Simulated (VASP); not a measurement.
# Ni2N (P-3m1) in VASP: further runs

The runs below take Ni2N through relaxation of cell and atoms, with PBE, RPBE.

All numbers are computed with VASP 6.6.1; they aren't measurements. Logs are shortened: lines on timing, memory, paths and dates and some standing lists are left out, and cuts for length are marked.

### Step 1. The structure

Symmetry: P-3m1, No. 164, trigonal system. Conventional cell: a = 2.840 Å, b = 2.840 Å, c = 4.103 Å, α = 90.00°, β = 90.00°, γ = 120.00°. Ni (site symmetry 3m) has 3 N at 1.95 Å as nearest neighbours. N (site symmetry -3m) is surrounded by 6 Ni at 1.95 Å.

The cell was built by a generator and needn't be a form met in nature.

### Step 2. Relaxation of cell and atoms, PBE, collinear spin, ferromagnetic start

INCAR

```
ALGO = Normal
EDIFF = 1E-7
EDIFFG = -0.01
ENCUT = 600
GGA = PE
IBRION = 2
ISIF = 3
ISMEAR = 0
ISPIN = 2
LASPH = True
LCHARG = False
LMAXMIX = 4
LORBIT = 11
LREAL = False
LWAVE = False
MAGMOM = 1 1 0
NELM = 100
NSW = 60
PREC = Accurate
SIGMA = 0.05
```

KPOINTS

```
k-points
0
Gamma
  8 8 5
```

POSCAR

```
Ni2N
1.0
    2.8396200000      0.0000000000      0.0000000000
   -1.4198100000      2.4591800000      0.0000000000
    0.0000000000      0.0000000000      4.1027200000
Ni N
2 1
Direct
    0.6666700000      0.3333300000      0.7429400000
    0.3333300000      0.6666700000      0.2570500000
    0.0000000000      0.0000000000      0.0000000000
```

Potentials or basis: VASP PAW PBE potentials, release 64 (Ni, N).

On the command line:

```
cat potpaw_PBE.64/Ni/POTCAR potpaw_PBE.64/N/POTCAR > POTCAR
mpirun -np 1 vasp_std > vasp.out
```

OUTCAR:

```text
EDIFF = 1E-7
   EDIFFG = -0.01
   ENCUT = 600
   GGA = PE
   IBRION = 2
   ISIF = 3
   ISMEAR = 0
   ISPIN = 2
   LASPH = True
   LORBIT = 11
   LREAL = False
   NELM = 100
   NSW = 60
   PREC = Accurate

 ion  position               nearest neighbor table
   1  0.667  0.333  0.743-   3 1.95   3 1.95   3 1.95   2 2.58   2 2.58   2 2.58   2 2.67   2 2.67
                             2 2.67
   2  0.333  0.667  0.257-   3 1.95   3 1.95   3 1.95   1 2.58   1 2.58   1 2.58   1 2.67   1 2.67
                             1 2.67
   3  0.000  0.000  0.000-   2 1.95   2 1.95   2 1.95   1 1.95   1 1.95   1 1.95

  LATTYP: Found a hexagonal cell.
 ALAT       =     2.8396200000
 C/A-ratio  =     1.4448130384

  Lattice vectors:

 A1 = (   2.8396200000,   0.0000000000,   0.0000000000)
 A2 = (  -1.4198100000,   2.4591800000,   0.0000000000)
 A3 = (   0.0000000000,   0.0000000000,   4.1027200000)

Analysis of symmetry for initial positions (statically):
=====================================================================
 Subroutine PRICEL returns:
 Original cell was already a primitive cell.

 Routine SETGRP: Setting up the symmetry group for a
 hexagonal supercell.

 Subroutine GETGRP returns: Found  2 space group operations
 (whereof  2 operations were pure point group operations)
 out of a pool of 24 trial point group operations.

The static configuration has the point symmetry C_1h.

Analysis of symmetry for dynamics (positions and initial velocities):
=====================================================================
 Subroutine PRICEL returns:
 Original cell was already a primitive cell.

 Routine SETGRP: Setting up the symmetry group for a
 hexagonal supercell.

 Subroutine GETGRP returns: Found  2 space group operations
 (whereof  2 operations were pure point group operations)
 out of a pool of 24 trial point group operations.

The dynamic configuration has the point symmetry C_1h.

Analysis of structural, dynamic, and magnetic symmetry:
=====================================================================
 Subroutine PRICEL returns:
 Original cell was already a primitive cell.

 Routine SETGRP: Setting up the symmetry group for a
 hexagonal supercell.

 Subroutine GETGRP returns: Found  2 space group operations
 (whereof  2 operations were pure point group operations)
 out of a pool of 24 trial point group operations.

[... 115 lines left out ...]
   EMIN   =  10.00;   EMAX   =-10.00  energy-range for DOS
   EFERMI =   0.00;   METHOD = LEGACY
   ISMEAR =     0;   SIGMA  =   0.05  broadening in eV -4-tet -1-fermi 0-gaus
   EFERMI_NEDOS =   21; number of points for ismear=-14 and -15
   IALGO  =     38    algorithm
   IMIX   =      4    mixing-type and parameters
     AMIX     =   0.40;   BMIX     =  1.00
     AMIX_MAG =   1.60;   BMIX_MAG =  1.00
  volume/ion in A,a.u.               =       9.55        64.45
  Fermi-wavevector in a.u.,A,eV,Ry     =   1.564398  2.956284 33.298114  2.447342
  Thomas-Fermi vector in A             =   2.667028
   LORBIT       =     11    0 simple, 1 ext, 2 COOP (PROOUT), +10 PAW based schemes
   GGA     = PE    functional components
   LHFCALC =     F    Hartree Fock is set to
   AEXX    =    0.0000 exact exchange contribution
   IVDW    =     0    specifies the selected vdW correction
   LEPSILON=     F    determine dielectric tensor
   LRPA    =     F    only Hartree local field effects (RPA)
 conjugate gradient relaxation of ions
 spin polarized calculation
 Gauss-broadening in eV      SIGMA  =   0.05
  energy-cutoff  :      600.00
  volume of cell :       28.65
 maximum number of plane-waves:       976
   NGX = 11   NGY = 11   NGZ = 17

--------------------------------------- Ionic step        1  -------------------------------------------

 number of electron      25.0000006 magnetization      -0.0012726

 number of electron      25.0000006 magnetization       0.0004201

 Free energy of the ion-electron system (eV)
  ---------------------------------------------------
  ext. energy  EPLUGINS =         0.00000000
  ---------------------------------------------------
  free energy    TOTEN  =       -18.36754063 eV

  energy without entropy =      -18.36425298  energy(sigma->0) =      -18.36589681

------------------------ aborting loop because EDIFF is reached ----------------------------------------

  FORCE on cell =-STRESS in cart. coord.  units (eV):
  Direction    XX          YY          ZZ          XY          YZ          ZX
  --------------------------------------------------------------------------------------
  -------------------------------------------------------------------------------------
  Total        0.1167508      0.1167251     -0.0842193     -0.0000220     -0.0000337      0.0000584
  in kB        6.5290192      6.5275816     -4.7097692     -0.0012309     -0.0018842      0.0032685
  external PRESSURE =       2.7822772 kB  Pullay stress =       0.0000000 kB
[... 143 lines left out ...]
 number of electron      24.9999999 magnetization      -0.0000001

 number of electron      24.9999999 magnetization       0.0000001

 Free energy of the ion-electron system (eV)
  ---------------------------------------------------
  ext. energy  EPLUGINS =         0.00000000
  ---------------------------------------------------
  free energy    TOTEN  =       -18.36828205 eV

  energy without entropy =      -18.36530174  energy(sigma->0) =      -18.36679190

 E-fermi :   9.1992     XC(G=0): -13.0128

 val. band max:        9.1658147889   @ k =   0.3750   0.3750   0.4000
 cond. band min:       9.2174881221   @ k =   0.2500   0.2500   0.4000
 fundamental gap:      0.0516733332
 Fermi energy:         9.1992323699

 spin component 1

 k-point     1 :       0.0000    0.0000    0.0000
  band No.  band energies     occupation
      1      -8.2234      1.00000
      2       2.0446      1.00000
      3       4.0528      1.00000
      4       4.0528      1.00000
      5       5.3415      1.00000
      6       6.7290      1.00000
[... 459 lines left out ...]
      6       6.4556      1.00000
[... 9 lines left out ...]
     16      16.8164      0.00000
     17      20.8470      0.00000

 [... further k-points ...]

 spin component 2

 k-point     1 :       0.0000    0.0000    0.0000
  band No.  band energies     occupation
      1      -8.2234      1.00000
      2       2.0446      1.00000
      3       4.0528      1.00000
      4       4.0528      1.00000
      5       5.3415      1.00000
      6       6.7290      1.00000
[... 501 lines left out ...]
  FREE ENERGIE OF THE ION-ELECTRON SYSTEM (eV)
  ---------------------------------------------------
  free  energy   TOTEN  =       -18.3682820479 eV

  energy  without entropy=      -18.3653017429  energy(sigma->0) =      -18.36679190

 reached required accuracy - stopping structural energy minimisation

 total charge

# of ion       s       p       d       tot
------------------------------------------
    1        0.431   0.548   8.390   9.369
    2        0.431   0.548   8.390   9.369
    3        1.256   2.383   0.000   3.639
--------------------------------------------------
tot          2.119   3.478  16.780  22.376

 magnetization (x)

# of ion       s       p       d       tot
------------------------------------------
    1       -0.000  -0.000  -0.000  -0.000
    2       -0.000  -0.000  -0.000  -0.000
    3       -0.000  -0.000   0.000  -0.000
--------------------------------------------------
tot         -0.000  -0.000  -0.000  -0.000
```

OSZICAR:

```text
N       E                     dE             d eps       ncg     rms          rms(c)
DAV:   1     0.144373643119E+03    0.14437E+03   -0.13325E+04  6356   0.222E+03
DAV:   2    -0.105502879566E+02   -0.15492E+03   -0.14884E+03  6474   0.343E+02
DAV:   3    -0.221047012066E+02   -0.11554E+02   -0.11200E+02  6899   0.107E+02
[... 52 lines left out ...]
DAV:   5    -0.183684368216E+02   -0.13335E-03   -0.15713E-03  8577   0.797E-01    0.177E-01
DAV:   6    -0.183682815393E+02    0.15528E-03   -0.10841E-03  7912   0.670E-01    0.803E-03
DAV:   7    -0.183682822005E+02   -0.66113E-06   -0.14373E-05  6578   0.406E-02    0.526E-03
DAV:   8    -0.183682820865E+02    0.11401E-06   -0.14378E-06  9334   0.188E-02    0.239E-03
DAV:   9    -0.183682820479E+02    0.38553E-07   -0.19461E-07  3334   0.910E-03
   5 F= -.18368282E+02 E0= -.18366792E+02  d E =-.377558E-03  mag=    -0.0000
```

Run time: 3.9 min. Hardware: 1 thread of AMD EPYC 9R45 (Zen 5), shared host; peak memory 0.2 GiB.

Results:

```yaml
Free_energy: -18.3683 eV
Relaxed_volume: 9.56 Å³/atom
Relaxed_cell: a = 2.851 Å, b = 2.851 Å, c = 4.075 Å, α = 90.00°, β = 90.00°, γ = 120.00°
Space_group_after_relaxing_to_0.05_Å: P-3m1 (No. 164)
Energy_gained_by_relaxing: 0.2 meV/atom
Ionic_steps: 5
Pressure_after_relaxing: -0.1 GPa
Band_gap_on_the_k_mesh: none (metal or under the smearing width)
Net_moment: 0.00 μB per cell
Valence_electrons_inside_the_program's_atomic_spheres: Ni 9.37; N 3.64
```

Forces in eV/Å, atoms in the order of the input:
```
Ni   0.000  0.000 -0.003
Ni   0.000  0.000  0.003
N    0.000  0.000  0.000
```

The path:
```
step  energy change (eV)  largest force (eV/Å)  pressure (GPa)  volume (Å³)
   1              0.0000                0.0150            0.28        28.65
   2             -0.0003                0.0160           -0.35        28.72
   3             -0.0004                0.0257           -0.54        28.74
   4             -0.0006                0.0155           -0.37        28.72
   5             -0.0007                0.0028           -0.08        28.68
```

Final structure:
```
Ni N
1.0
     2.85094    0.00000    0.00001
    -1.42547    2.46898   -0.00001
     0.00001   -0.00001    4.07452
Ni N
2 1
Cartesian
  1.4255 0.8230 3.0266
  0.0000 1.6460 1.0479
  -1.4255 2.4690 4.0745
```

With open d or f shells a metallic result of PBE can be an artefact of self-interaction; +U or a hybrid may open a gap.

(Part 1 of 2 ends here.)
